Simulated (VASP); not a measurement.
VASP runs on CaSe (space group P6_3mc) share one base input (PBE GGA, plane waves, VASP's PBE PAW potentials (set 64)) and change the settings named in each case.

**KPOINTS**
```
Automatic mesh
0
Gamma
6 6 3
0 0 0
```

**INCAR**
```
ENCUT  =  300
ISMEAR  =  -1   # Fermi-Dirac
EDIFF  =  1E-6   # SCF stop (eV)
ALGO  =  Normal
NELM  =  100   # most electronic steps
LREAL  =  .False.
SYSTEM  =  CaSe
LASPH  =  .True.
LCHARG  =  .False.
LWAVE  =  .False.
GGA  =  PE
PREC  =  Accurate
ISIF  =  2   # forces and stress, cell fixed
SIGMA  =  0.1   # width (eV)
LMAXMIX  =  4   # l cut-off of mixed one-centre charges
```

POSCAR:
```
CaSe
1
    4.5863530000     0.0000000000     0.0000000000
   -2.2931770000     3.9718980000     0.0000000000
    0.0000000000     0.0000000000     7.5113880000
Ca Se
2 2
Direct
  0.6666670000   0.3333330000   0.0000000000
  0.3333330000   0.6666670000   0.5000000000
  0.6666670000   0.3333330000   0.6252000000
  0.3333330000   0.6666670000   0.1252000000
```

POTCAR, in this order: Ca_sv Se (PBE.64 set). Program: vasp_std.

```tsv
change	E(σ→0) (eV/atom)	pressure (GPa)
base run	-4.4969	1.50
GGA = PS	-4.7343	[?]
GGA_COMPAT = .FALSE., LNONCOLLINEAR = .TRUE., LSORBIT = .TRUE., MAGMOM = 0.0 0.0 0.0 0.0 0.0 0.0 0.0 0.0 0.0 0.0 0.0 0.0, program vasp_ncl	-4.5072	[?]
KPOINTS 3×3×2 Γ-centred mesh	-4.4937	1.52
```

Task: Fill in the missing entries.

Result: 
- GGA_COMPAT = .FALSE., LNONCOLLINEAR = .TRUE., LSORBIT = .TRUE., MAGMOM = 0.0 0.0 0.0 0.0 0.0 0.0 0.0 0.0 0.0 0.0 0.0 0.0, program vasp_ncl, pressure (GPa): 1.51
- GGA = PS, pressure (GPa): 0.11

Energies of different potentials or functionals have different zeros.  At 300 eV the pressure can carry a Pulay error.

Left out are runs that ran out of time, are held back, or changed the cell or the kind of run, fixed moments of cells without a moment, rows past the twelfth, gaps on odd meshes, pressures of charged cells and columns that move by less than the noise.

The structure was generated: CaSe was put into an ordered model structure, which need not be its known phase. The cell was not relaxed at this level.
